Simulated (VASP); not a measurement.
Energy against volume of YN (rock salt). These are vdW-DF-cx, VASP's PBE PAW potentials (set 64) (plane waves; VASP) values and carry that method's errors. Settings: 520 eV cut-off, 9×9×9 Γ-centred mesh, Gaussian smearing of 0.050 eV, potentials Y_sv N.

```json
[
 {"V (Å³/atom)": "13.539", "E (eV/atom)": "-7.45791"},
 {"V (Å³/atom)": "13.971", "E (eV/atom)": "-7.48145"},
 {"V (Å³/atom)": "14.403", "E (eV/atom)": "-7.48884"},
 {"V (Å³/atom)": "14.835", "E (eV/atom)": "-7.48241"}
]
```

### Question
Fit these four points and predict the energy of the run at 15.267 Å³/atom.

### Answer
A cubic in V^(−2/3), the third-order Birch-Murnaghan form, passes through the four points with V0 = 14.41 Å³/atom and B0 = 170 GPa, and gives -7.4642 eV/atom there. The run gave -7.4642 eV/atom, -0.0 meV/atom from the fit; all five points give B0 = 170 GPa.

The compound is YN in the rock salt structure. It was relaxed first.
